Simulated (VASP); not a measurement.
# Sr2MgAl3: Si into a neighbouring Sr vacancy, part 3 of 5

How hard is this move in Sr2MgAl3: Si into a neighbouring Sr vacancy? Both ends are relaxed first, then a band of images between them. The start is a cell from a database of measured crystal structures.

VASP 6.6.1, plane waves and PAW; the level of theory is named at each step.

So far. Step 2 (Relax the host): An edge changed by 6 % against the database cell. In a metal the coarse mesh may share the blame. Step 3 (Relax the host again, on a new basis): The start already met the threshold, so nothing moved.

## 4. Relax the start

This step: PBE; plane waves and PAW (Sr_sv, Si, Al, Mg) (VASP 6.6.1).

System of this step: Sr6Mg4Al12Si. The cell holds 23 atoms: 6 Sr, 1 Si, 12 Al and 4 Mg. Its edges and angles: a = 6.029 Å, b = 6.029 Å, c = 19.098 Å, α = 90.0°, β = 90.0°, γ = 120.0°. It derives from Sr2MgAl3. The structure's axis is c. Nearest the centre at fractional (0.667, 0.333, 0.375): Si7 at 1.74 Å, Al12 at 2.98 Å, Al8 at 2.99 Å, Al16 at 3.01 Å, Mg23 at 4.19 Å, Mg20 at 4.20 Å, Sr2 at 4.60 Å, Sr6 at 4.61 Å.

A path needs two true minima; the start is relaxed with symmetry off.

INCAR reads:

```
SYSTEM = Sr6Mg4Al12Si
PREC = Normal
ENCUT = 280
EDIFF = 1E-05
NELM = 120
ISMEAR = 1
SIGMA = 0.15
LREAL = Auto
ALGO = Fast
GGA = PE
NBANDS = 77
LORBIT = 11
LWAVE = .FALSE.
LCHARG = .FALSE.
NCORE = 5
LASPH = .TRUE.
IBRION = 2
NSW = 60
ISIF = 2
EDIFFG = -0.05
POTIM = 0.4
MAXMIX = 40
ISYM = 0
```

POSCAR reads:

```
Sr6Mg4Al12Si
1.0
    6.0290813999      0.0000000000      0.0000000000
   -3.0145406999      5.2213376538      0.0000000000
    0.0000000000      0.0000000000     19.0982067886
Sr Si Al Mg
6 1 12 4
Direct
    0.6693866354      0.3364804891      0.9662866607
    0.3307443824      0.6701345745      0.2164080726
    0.3326650904      0.6688926024      0.7163224078
    0.6676968140      0.3334422029      0.7846319073
    0.3305783193      0.6660426506      0.0335544948
    0.3353959353      0.6668188197      0.5337531130
    0.6635802978      0.3323481749      0.2840679058
    0.6541124434      0.8312309658      0.3760542606
    0.6399367849      0.8190383927      0.8748169754
    0.8252827968      0.1745442087      0.1252275836
    0.8311697859      0.1694663385      0.6246045650
    0.1817408343      0.3499288803      0.3756943724
    0.1688643495      0.3411388792      0.8751753722
    0.3454627065      0.1690245693      0.1242845122
    0.3454033332      0.1701070522      0.6248970898
    0.1741107598      0.8264104479      0.3744698019
    0.1774022556      0.8296876951      0.8753359984
    0.8249611325      0.6553508215      0.1244748826
    0.8271378304      0.6484428610      0.6259576472
   -0.0024581820     -0.0047832528      0.2496712786
    0.0007019259      0.0010449098      0.7489714342
   -0.0032911908      0.0007644958     -0.0004887889
    0.0022358776      0.0029092910      0.4982733590
```

KPOINTS reads:

```
Automatic mesh
0
Gamma
4 4 1
0 0 0
```

Potentials, in the order of the species: Sr_sv, Si, Al and Mg (PBE family, release 64).

Launch:

```sh
$ mpirun -np 5 vasp_std
```

What it wrote:

```text
[banner, memory and clock lines left out]
running    5 mpi-ranks, on    1 nodes
 distrk:  each k-point on    5 cores,    1 groups
 distr:  one band on    5 cores,    1 groups

 POSCAR found type information on POSCAR SrSiAlMg
 POSCAR found :  4 types and      23 ions
 [... a notice as in an earlier step ...]

 LDA part: xc-table for (Slater+PW92), standard interpolation
 POSCAR, INCAR and KPOINTS ok, starting setup
 FFT: planning ... GRIDC
 FFT: planning ... GRID_SOFT
 FFT: planning ... GRID
 WAVECAR not read
 entering main loop
       N       E                     dE             d eps       ncg     rms          rms(c)
DAV:   1     0.392977623229E+03    0.39298E+03   -0.31262E+04  1572   0.720E+02
DAV:   2    -0.269737127498E+02   -0.41995E+03   -0.40443E+03  1806   0.194E+02
DAV:   3    -0.648507568438E+02   -0.37877E+02   -0.37346E+02  2088   0.435E+01
DAV:   4    -0.682314274028E+02   -0.33807E+01   -0.33633E+01  2608   0.119E+01
DAV:   5    -0.683556266985E+02   -0.12420E+00   -0.12418E+00  2136   0.200E+00    0.463E+01
RMM:   6    -0.713660131919E+02   -0.30104E+01   -0.55130E+00  1696   0.314E+00    0.230E+01
RMM:   7    -0.892416658292E+02   -0.17876E+02   -0.18795E+01  1941   0.520E+00    0.368E+01
RMM:   8    -0.674350451122E+02    0.21807E+02   -0.43148E+00  1671   0.340E+00    0.450E+00
RMM:   9    -0.667617817465E+02    0.67326E+00   -0.98247E-01  1898   0.162E+00    0.219E+00
RMM:  10    -0.667106938929E+02    0.51088E-01   -0.23201E-01  2164   0.742E-01    0.174E+00
RMM:  11    -0.666553720712E+02    0.55322E-01   -0.65353E-02  1943   0.431E-01    0.115E+00
RMM:  12    -0.666507247318E+02    0.46473E-02   -0.35389E-02  2098   0.327E-01    0.786E-01
RMM:  13    -0.666422255404E+02    0.84992E-02   -0.19969E-02  2181   0.234E-01    0.292E-01
RMM:  14    -0.666418389712E+02    0.38657E-03   -0.72537E-03  2321   0.147E-01    0.105E-01
RMM:  15    -0.666420241887E+02   -0.18522E-03   -0.18184E-03  2367   0.833E-02    0.707E-02
RMM:  16    -0.666421280754E+02   -0.10389E-03   -0.99619E-04  2264   0.551E-02    0.291E-02
RMM:  17    -0.666421626125E+02   -0.34537E-04   -0.42061E-04  2174   0.384E-02    0.217E-02
RMM:  18    -0.666421822152E+02   -0.19603E-04   -0.20442E-04  2047   0.275E-02    0.102E-02
RMM:  19    -0.666421938316E+02   -0.11616E-04   -0.11185E-04  1820   0.194E-02    0.567E-03
RMM:  20    -0.666421995222E+02   -0.56906E-05   -0.54097E-05  1551   0.146E-02
   1 F= -.66642200E+02 E0= -.66645443E+02  d E =-.666422E+02
 curvature:   0.00 expect dE= 0.000E+00 dE for cont linesearch  0.000E+00
 trial: gam= 0.00000 g(F)=  0.349E-01 g(S)=  0.000E+00 ort = 0.000E+00 (trialstep = 0.100E+01)
 search vector abs. value=  0.349E-01
 bond charge predicted
       N       E                     dE             d eps       ncg     rms          rms(c)
DAV:   1    -0.666718516768E+02   -0.29658E-01   -0.11981E+00  1880   0.306E+00    0.444E-01
RMM:   2    -0.666752844672E+02   -0.34328E-02   -0.44676E-02  1827   0.613E-01    0.353E-01
RMM:   3    -0.666747651599E+02    0.51931E-03   -0.68189E-03  2052   0.243E-01    0.138E-01
RMM:   4    -0.666749764165E+02   -0.21126E-03   -0.22615E-03  2402   0.117E-01    0.134E-01
RMM:   5    -0.666749570050E+02    0.19411E-04   -0.77752E-04  2387   0.691E-02    0.435E-02
RMM:   6    -0.666749949494E+02   -0.37944E-04   -0.36197E-04  2347   0.430E-02    0.278E-02
WARNING in EDDRMM: call to ZHEGV failed, returncode =   8  4     51
RMM:   7    -0.666750176484E+02   -0.22699E-04   -0.19118E-04  2119   0.306E-02    0.191E-02
RMM:   8    -0.666750235749E+02   -0.59265E-05   -0.10030E-04  1974   0.230E-02    0.625E-03
RMM:   9    -0.666750284048E+02   -0.48299E-05   -0.45615E-05  1503   0.165E-02
   2 F= -.66675028E+02 E0= -.66678274E+02  d E =-.328289E-01
[... from here on, the cycles between the ionic steps are left out ...]
   3 F= -.66747511E+02 E0= -.66750632E+02  d E =-.105311E+00
   4 F= -.66774232E+02 E0= -.66776945E+02  d E =-.132033E+00
   5 F= -.66782877E+02 E0= -.66785711E+02  d E =-.140677E+00
   6 F= -.66810537E+02 E0= -.66814086E+02  d E =-.276600E-01
   7 F= -.66858944E+02 E0= -.66863935E+02  d E =-.760669E-01
   8 F= -.66862378E+02 E0= -.66867677E+02  d E =-.795013E-01
[...]
WARNING in EDDRMM: call to ZHEGV failed, returncode =   6  3     32
[...]
WARNING in EDDRMM: call to ZHEGV failed, returncode =   6  3     56
   9 F= -.66887583E+02 E0= -.66893104E+02  d E =-.252050E-01
  10 F= -.66944209E+02 E0= -.66948980E+02  d E =-.818311E-01
  11 F= -.66743436E+02 E0= -.66741692E+02  d E =0.118942E+00
[...]
WARNING in EDDRMM: call to ZHEGV failed, returncode =   6  3     38
  12 F= -.66948835E+02 E0= -.66953220E+02  d E =-.864575E-01
[...]
WARNING in EDDRMM: call to ZHEGV failed, returncode =   8  4     49
  13 F= -.67002021E+02 E0= -.67005717E+02  d E =-.531855E-01
  14 F= -.67058081E+02 E0= -.67059904E+02  d E =-.109245E+00
[...]
WARNING in EDDRMM: call to ZHEGV failed, returncode =   6  3     47
  15 F= -.67110707E+02 E0= -.67112270E+02  d E =-.526262E-01
[...]
WARNING in EDDRMM: call to ZHEGV failed, returncode =   8  4     30
  16 F= -.67130081E+02 E0= -.67131255E+02  d E =-.720003E-01
  17 F= -.67130704E+02 E0= -.67131939E+02  d E =-.726230E-01
[...]
WARNING in EDDRMM: call to ZHEGV failed, returncode =   6  3     32
  18 F= -.67155210E+02 E0= -.67155919E+02  d E =-.245058E-01
  19 F= -.67161903E+02 E0= -.67161309E+02  d E =-.311990E-01
[...]
WARNING in EDDRMM: call to ZHEGV failed, returncode =   6  3     52
  20 F= -.67169142E+02 E0= -.67169083E+02  d E =-.384382E-01
 curvature:  -5.57 expect dE=-0.212E-01 dE for cont linesearch -0.105E-04
 trial: gam= 0.52971 g(F)=  0.381E-02 g(S)=  0.000E+00 ort =-0.127E-03 (trialstep = 0.524E+01)
 search vector abs. value=  0.608E-02
 bond charge predicted
       N       E                     dE             d eps       ncg     rms          rms(c)
DAV:   1    -0.671767214763E+02   -0.75884E-02   -0.28599E+00  1540   0.482E+00    0.932E-01
RMM:   2    -0.671806525379E+02   -0.39311E-02   -0.10480E-01  1825   0.964E-01    0.544E-01
RMM:   3    -0.671812944360E+02   -0.64190E-03   -0.15468E-02  2366   0.355E-01    0.474E-01
RMM:   4    -0.671814598269E+02   -0.16539E-03   -0.37311E-03  2507   0.154E-01    0.373E-01
RMM:   5    -0.671815641793E+02   -0.10435E-03   -0.13058E-03  2503   0.849E-02    0.352E-01
WARNING in EDDRMM: call to ZHEGV failed, returncode =   6  3     30
RMM:   6    -0.671815989130E+02   -0.34734E-04   -0.65548E-04  2375   0.605E-02    0.327E-01
WARNING in EDDRMM: call to ZHEGV failed, returncode =   6  3     49
RMM:   7    -0.671816032407E+02   -0.43277E-05   -0.37138E-04  2303   0.449E-02    0.344E-01
WARNING in EDDRMM: call to ZHEGV failed, returncode =   8  4     30
RMM:   8    -0.671816245320E+02   -0.21291E-04   -0.32558E-04  2253   0.457E-02    0.287E-01
WARNING in EDDRMM: call to ZHEGV failed, returncode =   6  3     35
RMM:   9    -0.671816927847E+02   -0.68253E-04   -0.19219E-04  2312   0.358E-02    0.255E-01
RMM:  10    -0.671816443879E+02    0.48397E-04   -0.11555E-04  2211   0.284E-02    0.207E-01
RMM:  11    -0.671815607112E+02    0.83677E-04   -0.17840E-04  2294   0.338E-02    0.137E-01
RMM:  12    -0.671815528458E+02    0.78654E-05   -0.18694E-04  2332   0.370E-02    0.954E-02
RMM:  13    -0.671815548483E+02   -0.20025E-05   -0.43204E-05  1575   0.173E-02
  21 F= -.67181555E+02 E0= -.67181655E+02  d E =-.124129E-01
 trial-energy change:   -0.012413  1 .order   -0.012509   -0.019618   -0.005401
 step:   7.3571(harm=  7.2366)  dis= 0.03712  next Energy=   -67.182636 (dE=-0.135E-01)
 reached required accuracy - stopping structural energy minimisation
```

Wall time 6.6 min (5 MPI ranks of Intel Xeon 6975P-C (Granite Rapids), shared host); peak memory 0.75 GiB; 31 min of CPU time.

OUTCAR, selected parts (step 4):

```text
 Found     10 irreducible k-points:

   k-points           NKPTS =     10   k-points in BZ     NKDIM =     10   number of bands    NBANDS=     77

   dimension x,y,z NGX =    28 NGY =   28 NGZ =   80
   dimension x,y,z NGXF=    56 NGYF=   56 NGZF=  160

   ENCUT  =  280.0 eV  20.58 Ry    4.54 a.u.   8.23  8.23 26.06*2*pi/ulx,y,z

   NELECT =     108.0000    total number of electrons

 E-fermi :   3.6161

 k-point     1 :       0.0000    0.0000    0.0000
  band No.  band energies     occupation
    ...
     51       2.4853      2.00000
     52       2.5540      2.00000
     53       2.5545      2.00000
     54       3.0917      2.00001
     55       3.0987      2.00001
     56       3.7472     -0.01326
     57       3.7783     -0.06324
     58       3.9869     -0.00262
     59       4.0124     -0.00120
     60       4.0845     -0.00009
    ...

 k-point     2 :       0.2500    0.0000    0.0000
  band No.  band energies     occupation
    ...
     52       3.1388      2.00007
     53       3.2049      2.00074
     54       3.3776      2.04705
     55       3.5567      1.61543
     56       3.5658      1.53420
     57       3.8266     -0.06330
     58       3.9316     -0.01129
     59       4.0026     -0.00163
     60       4.3013     -0.00000
     61       4.4447     -0.00000
    ...

  Total       -6.9732004     -6.8481962     -1.0181543     -0.1747562      0.1293779      0.2483846
  in kB      -18.5830593    -18.2499324     -2.7133054     -0.4657122      0.3447825      0.6619265
  external PRESSURE =     -13.1820990 kB  Pullay stress =       0.0000000 kB

  energy-cutoff  :      280.00
  volume of cell :      601.21
      direct lattice vectors                 reciprocal lattice vectors
     6.029081400  0.000000000  0.000000000     0.165862747  0.095760901  0.000000000
    -3.014540700  5.221337654  0.000000000     0.000000000  0.191521803  0.000000000
     0.000000000  0.000000000 19.098206789     0.000000000  0.000000000  0.052360937

 POSITION                                       TOTAL-FORCE (eV/Angst)
 -----------------------------------------------------------------------------------
      3.00356      1.73095     18.48417        -0.015166     -0.000033     -0.019435
     -0.01835      3.47134      4.31630         0.004844     -0.009040      0.027636
      0.00018      3.48042     13.63843         0.008068     -0.002756     -0.019079
      3.01286      1.73665     14.98023        -0.008891      0.002823     -0.000634
     -0.02111      3.46937      0.71292         0.006970     -0.013777     -0.012634
      0.00806      3.48494     10.10323         0.003769     -0.001491      0.025354
      2.96822      1.71462      4.54018         0.019193      0.011740     -0.039107
      1.48139      4.40752      7.21793         0.007318     -0.008786      0.007158
      1.43315      4.30962     16.74202         0.014382     -0.002250     -0.023528
      4.45860      0.87089      2.46554         0.026697      0.002853      0.009490
      4.46863      0.90653     11.94152         0.001908      0.003271      0.010193
      0.14421      1.76312      7.21626        -0.019914     -0.006157     -0.004560
     -0.00456      1.81383     16.74540        -0.008442     -0.023022     -0.017841
      1.51323      0.87174      2.46530         0.000723      0.004580     -0.018955
      1.56378      0.90232     11.94511         0.000159      0.002339      0.010183
     -1.47016      4.37419      7.21887        -0.000972      0.001826     -0.000765
     -1.44597      4.30689     16.74439        -0.020198      0.005528     -0.015073
      2.98703      3.42469      2.46606         0.001700      0.018406      0.004019
      3.02222      3.41463     11.93562         0.001089     -0.005874      0.032923
      3.01299      5.21578      4.86838        -0.021083     -0.004427     -0.023831
      3.01246      5.21638     14.36559        -0.000343      0.005024      0.042503
      2.99822      5.20731     19.09270        -0.000059      0.011572      0.015051
      0.00718      0.00041      9.59198        -0.001752      0.007650      0.010934
 -----------------------------------------------------------------------------------
    total drift:                                0.006687      0.002595     -0.001467

  FREE ENERGIE OF THE ION-ELECTRON SYSTEM (eV)
  ---------------------------------------------------
  free  energy   TOTEN  =       -67.1815548483 eV

  energy  without entropy=      -67.1818548634  energy(sigma->0) =      -67.18165485

 total charge
# of ion       s       p       d       tot
------------------------------------------
    1        2.033   5.746   0.252   8.031
    2        2.024   5.747   0.239   8.010
    3        2.032   5.747   0.254   8.033
    4        2.034   5.746   0.249   8.028
    5        2.029   5.746   0.257   8.032
    6        2.030   5.740   0.229   7.998
    7        0.849   0.708   0.000   1.557
    8        0.485   0.278   0.000   0.762
    9        0.444   0.332   0.000   0.776
   10        0.438   0.333   0.000   0.770
   11        0.452   0.318   0.000   0.770
   12        0.487   0.276   0.000   0.762
   13        0.444   0.332   0.000   0.776
   14        0.437   0.334   0.000   0.772
   15        0.452   0.318   0.000   0.770
   16        0.486   0.277   0.000   0.763
   17        0.444   0.332   0.000   0.776
   18        0.438   0.333   0.000   0.770
   19        0.452   0.318   0.000   0.770
   20        0.196   0.131   0.016   0.342
   21        0.200   0.148   0.013   0.361
   22        0.200   0.141   0.015   0.356
   23        0.202   0.141   0.012   0.355
--------------------------------------------------
tot         19.288  39.519   1.534  60.340

[... 1 part as in an earlier step ...]

[... 7 further parts left out ...]
```

CONTCAR:

```
Sr6Mg4Al12Si
   1.00000000000000
     6.0290813998999999    0.0000000000000000    0.0000000000000000
    -3.0145406999000000    5.2213376538000000    0.0000000000000000
     0.0000000000000000    0.0000000000000000   19.0982067885999989
  Sr              Si              Al              Mg
     6     1    12     4
Direct
     0.6639366626379972    0.3315147888123423    0.9678483642026401
     0.3293745124351663    0.6648376016861736    0.2260052629719520
     0.3333175888157770    0.6665759741289310    0.7141207162132751
     0.6660245686666570    0.3326067893722658    0.7843788674479051
     0.3287278307029302    0.6644596905320923    0.0373292800674081
     0.3350569934311751    0.6674419048662394    0.5290147264891890
     0.6565100847446199    0.3283861642955068    0.2377283088917695
     0.6677763095734267    0.8441362088128089    0.3779377929681426
     0.6503990598296452    0.8253860510793173    0.8766279312635883
     0.8229124677590418    0.1667943768422274    0.1290977804889532
     0.8279894582498091    0.1736195008847872    0.6252691131011828
     0.1927575048784281    0.3376753718423769    0.3778500322126959
     0.1729376280301775    0.3473875460288066    0.8768047768378150
     0.3344677467490824    0.1669572304952477    0.1290852482416573
     0.3457796487345189    0.1728143025453673    0.6254572264612674
     0.1750319949829950    0.8377522040671980    0.3779865436296748
     0.1725993650898280    0.8248628105686049    0.8767517862915420
     0.8233879693935483    0.6559019603116822    0.1291252284356635
     0.8282610658342960    0.6539762994304538    0.6249602373894695
     0.9992101760952469    0.9989354701959431    0.2549128632292054
     0.9991813009345237    0.9990514167114425    0.7521959153543404
     0.9959503100462885    0.9973136354953083    0.9997117488866029
     0.0012306704848427    0.0000787710948751    0.5022451551240584
```

Step by step:

```tsv
step	energy less that of the first step (eV)	largest force (eV/Å)
1	0.0000	0.3701
2	-0.0328	0.3483
3	-0.1053	0.2551
4	-0.1320	0.2946
5	-0.1407	0.2691
6	-0.1683	0.3095
7	-0.2167	0.4165
8	-0.2202	0.4447
9	-0.2454	0.4701
10	-0.3020	0.4209
11	-0.1012	1.2968
12	-0.3066	0.3816
13	-0.3598	0.3070
14	-0.4159	0.4404
15	-0.4685	0.1960
16	-0.4879	0.2398
17	-0.4885	0.2100
18	-0.5130	0.1347
19	-0.5197	0.1770
20	-0.5269	0.1117
21	-0.5394	0.0451
```

The atoms that moved most (Å):

```tsv
atom	dx	dy	dz	length
Si7	-0.031	-0.021	-0.885	0.886
Sr2	0.008	-0.028	0.183	0.186
Al12	0.103	-0.064	0.041	0.128
Al14	-0.060	-0.011	0.092	0.110
Mg20	-0.001	0.019	0.100	0.102
Al16	-0.029	0.059	0.067	0.094
Sr6	-0.004	0.003	-0.090	0.091
Al18	-0.011	0.003	0.089	0.090
```

Final coordinates:

```cif
data_structure
_symmetry_space_group_name_H-M 'P 1'
_symmetry_Int_Tables_number 1
_cell_length_a 6.0291
_cell_length_b 6.0291
_cell_length_c 19.0982
_cell_angle_alpha 90.000
_cell_angle_beta 90.000
_cell_angle_gamma 120.000
_cell_volume 601.21
loop_
_atom_site_label
_atom_site_type_symbol
_atom_site_fract_x
_atom_site_fract_y
_atom_site_fract_z
_atom_site_occupancy
Sr1 Sr 0.66394 0.33151 0.96785 1
Sr2 Sr 0.32937 0.66484 0.22601 1
Sr3 Sr 0.33332 0.66658 0.71412 1
Sr4 Sr 0.66602 0.33261 0.78438 1
Sr5 Sr 0.32873 0.66446 0.03733 1
Sr6 Sr 0.33506 0.66744 0.52901 1
Si7 Si 0.65651 0.32839 0.23773 1
Al8 Al 0.66778 0.84414 0.37794 1
Al9 Al 0.65040 0.82539 0.87663 1
Al10 Al 0.82291 0.16679 0.12910 1
Al11 Al 0.82799 0.17362 0.62527 1
Al12 Al 0.19276 0.33768 0.37785 1
Al13 Al 0.17294 0.34739 0.87680 1
Al14 Al 0.33447 0.16696 0.12909 1
Al15 Al 0.34578 0.17281 0.62546 1
Al16 Al 0.17503 0.83775 0.37799 1
Al17 Al 0.17260 0.82486 0.87675 1
Al18 Al 0.82339 0.65590 0.12913 1
Al19 Al 0.82826 0.65398 0.62496 1
Mg20 Mg 0.99921 0.99894 0.25491 1
Mg21 Mg 0.99918 0.99905 0.75220 1
Mg22 Mg 0.99595 0.99731 0.99971 1
Mg23 Mg 0.00123 0.00008 0.50225 1
```

This step gave:

```yaml
electronic_cycles: 241
electrons: 108
free_energy_toten: -67.1816 eV
energy_at_zero_smearing: -67.1817 eV
fermi_energy: 3.616 eV
```

The run ended after 21 ionic steps, 0.539 eV below its first step, once the forces on the free atoms met EDIFFG = -0.05.

Si moved by 0.89 Å, so this state is no longer the site that was set up, and the path will join the minima actually found.

(Part 3 of 5 ends here.)

[Lines on the potential files, build, host, timing and source positions are cut from VASP's logs without a mark.]

[Logs are printed without paths, hosts, clocks, repeated set-up lines and the standing remarks that a program may print on its own settings, such as how far it seeks lower states.]

[Hosts, paths, dates, database ids (printed as entryN), source tags and the programs' standing remarks are cut or masked in the printed files.]

[Runs that stopped without an error message from VASP are left out.]
